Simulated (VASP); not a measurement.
# TiSi2: P into a neighbouring Ti vacancy, part 3 of 4

How hard is this move in TiSi2: P into a neighbouring Ti vacancy? Both ends are relaxed first, then a band of images between them. The start is a computed cell from the Materials Project.

VASP 6.6.1, plane waves and PAW; the level of theory is named at each step.

So far. Step 3 (Relax the start): The run ended after 22 ionic steps, 1.437 eV below its first step, once the forces on the free atoms met EDIFFG = -0.05. Step 3 (Relax the start): P moved by 0.81 Å, so this state is no longer the site that was set up, and the path will join the minima actually found.

**4. Relax the end**

Level of this step: PBEsol; plane waves and PAW (Ti, P, Si) (VASP).

The end state is relaxed in the same way, so that both ends share their errors.

Input file INCAR:

```
SYSTEM = Ti6Si16P
PREC = Normal
ENCUT = 280
EDIFF = 1E-05
NELM = 120
ISMEAR = 1
SIGMA = 0.15
LREAL = Auto
ALGO = Fast
GGA = PS
NBANDS = 69
LASPH = .TRUE.
LORBIT = 11
LWAVE = .FALSE.
LCHARG = .FALSE.
KPAR = 3
IBRION = 2
NSW = 60
ISIF = 2
EDIFFG = -0.05
POTIM = 0.4
MAXMIX = 40
ISYM = 0
```

Input file POSCAR:

```
Ti6Si16P
1.0
    1.7584946145      6.6672545977      3.5636577142
    1.7584946145     -6.6672545977      3.5636577142
    7.0339784580      0.0000000000      0.0000000000
Ti P Si
6 1 16
Direct
    0.5236900565      0.7246401600      0.6886407581
    0.0245276037      0.2268947917      0.4348389787
    0.0180122233      0.2236714995      0.9421263705
    0.9788188175      0.7755324636      0.5610993816
    0.4715120482      0.2717804441      0.3147274412
    0.4765348273      0.2698719917      0.8159112089
    0.5246708332      0.7279579509      0.1868398219
    0.8746188233      0.3748489800      0.1901245046
    0.8697675668      0.3676001635      0.6899220741
    0.3705500431      0.8714505974      0.4391055955
    0.3759435029      0.8788967195      0.9372362470
    0.6299236182      0.1269167897      0.0604327969
    0.6199369690      0.1215643549      0.5657134684
    0.1234006634      0.6227349647      0.3184515621
    0.1276038824      0.6271785200      0.8117145715
    0.1830454272      0.0629442005      0.1885990625
    0.1853478836      0.0683892286      0.6879008642
    0.6758226637      0.5603363368      0.4452933240
    0.6860427996      0.5583397986      0.9406583471
    0.3134942311      0.4317874617      0.0601234222
    0.3159407331      0.4370449750      0.5603147699
    0.8148914257      0.9341178323      0.3115952726
    0.8118233903      0.9328427660      0.8114317729
```

Input file KPOINTS:

```
Automatic mesh
0
Gamma
3 3 3
0 0 0
```

PAW data sets: Ti, P and Si (PBE family, release 64).

Run with:

```sh
> mpirun -np 3 vasp_std
```

The program printed:

```text
[... set-up lines as in an earlier step ...]
 entering main loop
       N       E                     dE             d eps       ncg     rms          rms(c)
DAV:   1     0.352877007930E+03    0.35288E+03   -0.21394E+04  1932   0.710E+02
DAV:   2    -0.106291158890E+03   -0.45917E+03   -0.43229E+03  1932   0.206E+02
DAV:   3    -0.163603713776E+03   -0.57313E+02   -0.54254E+02  2648   0.676E+01
DAV:   4    -0.166094540212E+03   -0.24908E+01   -0.24563E+01  2512   0.152E+01
DAV:   5    -0.166154469054E+03   -0.59929E-01   -0.59720E-01  2504   0.241E+00    0.451E+01
RMM:   6    -0.155966732206E+03    0.10188E+02   -0.72095E+01  1935   0.303E+01    0.111E+01
RMM:   7    -0.154872659666E+03    0.10941E+01   -0.11276E+01  1932   0.138E+01    0.130E+01
RMM:   8    -0.155013486031E+03   -0.14083E+00   -0.56523E+00  1987   0.647E+00    0.321E+00
RMM:   9    -0.154932329534E+03    0.81156E-01   -0.13767E+00  1935   0.452E+00    0.314E+00
RMM:  10    -0.154884572288E+03    0.47757E-01   -0.51429E-01  1932   0.268E+00    0.277E+00
RMM:  11    -0.154860559485E+03    0.24013E-01   -0.21436E-01  1932   0.198E+00    0.644E-01
RMM:  12    -0.154870348853E+03   -0.97894E-02   -0.10930E-01  2036   0.679E-01    0.750E-01
RMM:  13    -0.154864276560E+03    0.60723E-02   -0.64271E-02  1932   0.982E-01    0.431E-01
RMM:  14    -0.154863105797E+03    0.11708E-02   -0.88378E-03  1933   0.336E-01    0.160E-01
RMM:  15    -0.154863110533E+03   -0.47360E-05   -0.24439E-03  2082   0.117E-01    0.116E-01
RMM:  16    -0.154862968744E+03    0.14179E-03   -0.37443E-04  1938   0.681E-02    0.534E-02
RMM:  17    -0.154862947401E+03    0.21342E-04   -0.60741E-04  1935   0.673E-02    0.273E-02
RMM:  18    -0.154862948241E+03   -0.83952E-06   -0.12318E-04  1879   0.432E-02    0.214E-02
RMM:  19    -0.154862944929E+03    0.33120E-05   -0.43194E-05  1601   0.215E-02
   1 F= -.15486294E+03 E0= -.15486274E+03  d E =-.154863E+03
 curvature:   0.00 expect dE= 0.000E+00 dE for cont linesearch  0.000E+00
 trial: gam= 0.00000 g(F)=  0.369E+00 g(S)=  0.000E+00 ort = 0.000E+00 (trialstep = 0.100E+01)
 search vector abs. value=  0.369E+00
 bond charge predicted
       N       E                     dE             d eps       ncg     rms          rms(c)
DAV:   1    -0.155132848301E+03   -0.26990E+00   -0.53996E+00  2184   0.639E+00    0.940E-01
RMM:   2    -0.155150633614E+03   -0.17785E-01   -0.32763E-01  1932   0.235E+00    0.807E-01
RMM:   3    -0.155154818879E+03   -0.41853E-02   -0.71320E-02  1964   0.987E-01    0.555E-01
RMM:   4    -0.155150443020E+03    0.43759E-02   -0.26596E-02  1933   0.652E-01    0.344E-01
RMM:   5    -0.155150146573E+03    0.29645E-03   -0.67018E-03  1944   0.348E-01    0.200E-01
RMM:   6    -0.155150301709E+03   -0.15514E-03   -0.27493E-03  2075   0.150E-01    0.760E-02
RMM:   7    -0.155150237922E+03    0.63787E-04   -0.58358E-04  1977   0.876E-02    0.382E-02
RMM:   8    -0.155150260491E+03   -0.22569E-04   -0.29836E-04  2007   0.423E-02    0.177E-02
RMM:   9    -0.155150256553E+03    0.39378E-05   -0.48085E-05  1696   0.247E-02
   2 F= -.15515026E+03 E0= -.15515093E+03  d E =-.287312E+00
[... from here on, the cycles between the ionic steps are left out ...]
   3 F= -.15529512E+03 E0= -.15529638E+03  d E =-.432171E+00
   4 F= -.15542394E+03 E0= -.15542482E+03  d E =-.128827E+00
   5 F= -.15551348E+03 E0= -.15551374E+03  d E =-.218366E+00
   6 F= -.15561627E+03 E0= -.15561607E+03  d E =-.102783E+00
   7 F= -.15566535E+03 E0= -.15566469E+03  d E =-.151866E+00
   8 F= -.15575886E+03 E0= -.15575825E+03  d E =-.935127E-01
   9 F= -.15581808E+03 E0= -.15581772E+03  d E =-.152730E+00
  10 F= -.15592072E+03 E0= -.15592058E+03  d E =-.102639E+00
  11 F= -.15596316E+03 E0= -.15596332E+03  d E =-.145085E+00
  12 F= -.15603338E+03 E0= -.15603372E+03  d E =-.702174E-01
  13 F= -.15604668E+03 E0= -.15604704E+03  d E =-.835219E-01
  14 F= -.15611145E+03 E0= -.15611202E+03  d E =-.647634E-01
  15 F= -.15613153E+03 E0= -.15613240E+03  d E =-.848454E-01
  16 F= -.15618423E+03 E0= -.15618534E+03  d E =-.527014E-01
  17 F= -.15621586E+03 E0= -.15621741E+03  d E =-.843264E-01
  18 F= -.15627212E+03 E0= -.15627381E+03  d E =-.562667E-01
  19 F= -.15630136E+03 E0= -.15630334E+03  d E =-.855033E-01
  20 F= -.15633772E+03 E0= -.15634023E+03  d E =-.363639E-01
  21 F= -.15634421E+03 E0= -.15634700E+03  d E =-.428493E-01
  22 F= -.15635812E+03 E0= -.15636087E+03  d E =-.139094E-01
  23 F= -.15635848E+03 E0= -.15636124E+03  d E =-.142763E-01
  24 F= -.15636412E+03 E0= -.15636681E+03  d E =-.563225E-02
  25 F= -.15636460E+03 E0= -.15636728E+03  d E =-.611857E-02
 curvature:  -2.23 expect dE=-0.270E-02 dE for cont linesearch -0.788E-05
 trial: gam= 0.26496 g(F)=  0.121E-02 g(S)=  0.000E+00 ort = 0.149E-03 (trialstep = 0.226E+01)
 search vector abs. value=  0.173E-02
 bond charge predicted
       N       E                     dE             d eps       ncg     rms          rms(c)
DAV:   1    -0.156366341387E+03   -0.17430E-02   -0.10923E-01  1962   0.937E-01    0.114E-01
RMM:   2    -0.156366542152E+03   -0.20077E-03   -0.36562E-03  1932   0.255E-01    0.104E-01
RMM:   3    -0.156366569211E+03   -0.27059E-04   -0.89814E-04  1994   0.106E-01    0.603E-02
RMM:   4    -0.156366557604E+03    0.11607E-04   -0.22049E-04  2023   0.551E-02    0.426E-02
RMM:   5    -0.156366550447E+03    0.71572E-05   -0.74274E-05  1933   0.311E-02
  26 F= -.15636655E+03 E0= -.15636914E+03  d E =-.194692E-02
 trial-energy change:   -0.001947  1 .order   -0.001886   -0.002827   -0.000944
 step:   3.1528(harm=  3.3955)  dis= 0.00601  next Energy=  -156.366740 (dE=-0.214E-02)
 reached required accuracy - stopping structural energy minimisation
```

It took 6.5 min on 3 MPI ranks of Intel Xeon 6975P-C (Granite Rapids), shared host; peak memory 0.71 GiB.

Parts of OUTCAR (step 4):

```text
 Found     14 irreducible k-points:

   NELECT =      93.0000    total number of electrons

 E-fermi :   8.1409

 k-point     1 :       0.0000    0.0000    0.0000
  band No.  band energies     occupation
    ...
     43       7.0444      2.00000
     44       7.2049      2.00000
     45       7.3056      2.00000
     46       7.5325      2.00000
     47       7.8969      2.04371
     48       8.3763     -0.04898
     49       9.1090     -0.00000
     50       9.1805     -0.00000
     51       9.2951     -0.00000
     52       9.3361     -0.00000
    ...

 k-point     2 :       0.3333   -0.0000    0.0000
  band No.  band energies     occupation
    ...
     43       7.3583      2.00000
     44       7.5155      2.00000
     45       7.7224      2.00058
     46       7.9600      2.07080
     47       8.1219      1.21244
     48       8.6171     -0.00007
     49       8.8054     -0.00000
     50       8.9589     -0.00000
     51       9.0693     -0.00000
     52       9.2198     -0.00000
    ...

  Total        1.1127346     -6.2192871     -3.1290023      1.0873416      0.5149711      0.7188971
  in kB        5.3336944    -29.8110406    -14.9983132      5.2119777      2.4684218      3.4459049
  external PRESSURE =     -13.1585531 kB  Pullay stress =       0.0000000 kB

 POSITION                                       TOTAL-FORCE (eV/Angst)
 -----------------------------------------------------------------------------------
      7.04729     -1.43456      4.44288        -0.001554     -0.005810      0.009301
      3.50777     -1.43162      0.84658        -0.008008      0.001556     -0.001766
      7.05219     -1.44489      0.92646         0.010220      0.000018     -0.016085
      7.03507      1.31769      6.28644        -0.005479     -0.010751     -0.007045
      3.52012      1.29410      2.63893        -0.007932     -0.008943     -0.000052
      7.04676      1.28259      2.67015        -0.003124      0.000895     -0.007169
      3.50701     -0.55752      4.45506         0.006763     -0.012170      0.012635
      3.51659      3.19996      4.45218         0.009001      0.004878     -0.000962
      7.02761      3.29554      4.45796         0.002623     -0.002374     -0.006335
      5.27349     -3.33426      4.45179         0.015391     -0.015660      0.003062
      8.81021     -3.45295      4.42952        -0.009228      0.006470     -0.003966
      1.75403      3.39594      2.62813         0.009359     -0.026637      0.008967
      5.29405      3.28115      2.63277         0.005942     -0.016739     -0.004269
      3.48872     -3.33049      2.67622         0.012783      0.018277      0.008744
      7.04842     -3.42561      2.67364         0.005327     -0.001611     -0.012591
      1.65627      0.69361      0.81141        -0.020953      0.015309      0.007361
      5.40516      0.73797      0.82383        -0.004409      0.010637     -0.006968
      5.24971      1.03104      4.54591         0.004738      0.025344      0.018441
      8.82492      1.05108      4.54233        -0.027602     -0.018616      0.001031
      1.81035     -0.83827      2.70660        -0.002340      0.016216     -0.002369
      5.22995     -0.87075      2.70320         0.001671      0.015898     -0.008891
      5.18296     -0.91682      6.13215         0.013955      0.015928      0.003100
      8.88418     -0.88585      6.15506        -0.007144     -0.012112      0.005826
 -----------------------------------------------------------------------------------
    total drift:                               -0.018463      0.014060     -0.007266

  FREE ENERGIE OF THE ION-ELECTRON SYSTEM (eV)
  ---------------------------------------------------
  free  energy   TOTEN  =      -156.3665504468 eV

  energy  without entropy=     -156.3743279658  energy(sigma->0) =     -156.36914295

 total charge
# of ion       s       p       d       tot
------------------------------------------
    1        0.425   0.653   2.777   3.855
    2        0.420   0.637   2.740   3.797
    3        0.428   0.668   2.821   3.917
    4        0.431   0.664   2.819   3.913
    5        0.420   0.652   2.794   3.866
    6        0.422   0.652   2.796   3.870
    7        1.095   1.383   0.000   2.478
    8        0.760   0.880   0.000   1.640
    9        0.761   0.878   0.000   1.640
   10        0.769   0.865   0.000   1.634
   11        0.768   0.856   0.000   1.624
   12        0.766   0.858   0.000   1.624
   13        0.764   0.882   0.000   1.645
   14        0.772   0.842   0.000   1.613
   15        0.764   0.869   0.000   1.633
   16        0.787   0.865   0.000   1.652
   17        0.784   0.851   0.000   1.636
   18        0.796   0.832   0.000   1.628
   19        0.798   0.834   0.000   1.632
   20        0.789   0.873   0.000   1.662
   21        0.787   0.855   0.000   1.642
   22        0.786   0.853   0.000   1.639
   23        0.783   0.855   0.000   1.639
--------------------------------------------------
tot         16.075  19.057  16.747  51.879

[... 6 parts as in an earlier step ...]

[... 6 further parts left out ...]
```

Relaxation path (22 of 26):

```
step  energy less that of the first step (eV)  largest force (eV/Å)
   1                                   0.0000                1.3001
   2                                  -0.2873                0.8152
   3                                  -0.4322                0.6272
   5                                  -0.6505                0.7174
   6                                  -0.7533                0.7748
   7                                  -0.8024                0.7111
   8                                  -0.8959                0.5993
   9                                  -0.9551                0.4706
  11                                  -1.1002                0.5717
  12                                  -1.1704                0.4957
  13                                  -1.1837                0.6244
  14                                  -1.2485                0.5481
  15                                  -1.2686                0.5944
  16                                  -1.3213                0.5173
  18                                  -1.4092                0.3747
  19                                  -1.4384                0.3893
  20                                  -1.4748                0.1842
  21                                  -1.4813                0.2528
  22                                  -1.4952                0.1136
  24                                  -1.5012                0.0527
  25                                  -1.5017                0.0617
  26                                  -1.5036                0.0333
```

The atoms that moved most (Å):

```
atom      dx      dy      dz  length
  P7  -0.010   0.798  -0.009   0.798
Si18  -0.056   0.261   0.141   0.302
Si19   0.020   0.200   0.108   0.228
Si22  -0.084  -0.122  -0.101   0.179
Si16  -0.103  -0.107  -0.065   0.162
Si17   0.120  -0.042  -0.080   0.151
Si23   0.109  -0.079  -0.062   0.148
 Si8  -0.018  -0.132   0.000   0.133
```

Final coordinates:

```cif
data_structure
_symmetry_space_group_name_H-M 'P 1'
_symmetry_Int_Tables_number 1
_cell_length_a 7.7617
_cell_length_b 7.7617
_cell_length_c 7.0340
_cell_angle_alpha 76.905
_cell_angle_beta 76.905
_cell_angle_gamma 118.407
_cell_volume 334.25
loop_
_atom_site_label
_atom_site_type_symbol
_atom_site_fract_x
_atom_site_fract_y
_atom_site_fract_z
_atom_site_occupancy
Ti1 Ti 0.51578 0.73094 0.69021 1
Ti2 Ti 0.01142 0.22614 0.43930 1
Ti3 Ti 0.02163 0.23834 0.93760 1
Ti4 Ti 0.98084 0.78320 0.55914 1
Ti5 Ti 0.46731 0.27321 0.31532 1
Ti6 Ti 0.47082 0.27845 0.81450 1
P7 P 0.58326 0.66688 0.18605 1
Si8 Si 0.86464 0.38469 0.18761 1
Si9 Si 0.87262 0.37833 0.68636 1
Si10 Si 0.37456 0.87466 0.43741 1
Si11 Si 0.36254 0.88043 0.94178 1
Si12 Si 0.62341 0.11407 0.06500 1
Si13 Si 0.61546 0.12333 0.56794 1
Si14 Si 0.12572 0.62525 0.30824 1
Si15 Si 0.11823 0.63202 0.81449 1
Si16 Si 0.16586 0.06183 0.17854 1
Si17 Si 0.17093 0.06024 0.71064 1
Si18 Si 0.71514 0.56049 0.42743 1
Si19 Si 0.71614 0.55849 0.93596 1
Si20 Si 0.31689 0.44262 0.06750 1
Si21 Si 0.31397 0.44457 0.55389 1
Si22 Si 0.79162 0.92913 0.30666 1
Si23 Si 0.79715 0.93002 0.83124 1
```

Numbers from this step:

- electronic cycles: 211
- free energy (TOTEN): -156.3666 eV
- energy at zero smearing: -156.3691 eV
- Fermi energy: 8.141 eV

The run ended after 26 ionic steps, 1.504 eV below its first step, once the forces on the free atoms met EDIFFG = -0.05.

(Continued in part 4 of 4.)

[Lines on the potential files, build, host, timing and source positions are cut from VASP's logs without a mark.]

[Logs are printed without paths, hosts, clocks, repeated set-up lines and the standing remarks that a program may print on its own settings, such as how far it seeks lower states.]

[Hosts, paths, dates, database ids (printed as entryN), source tags and the programs' standing remarks are cut or masked in the printed files.]

[Runs that stopped without an error message from VASP are left out.]
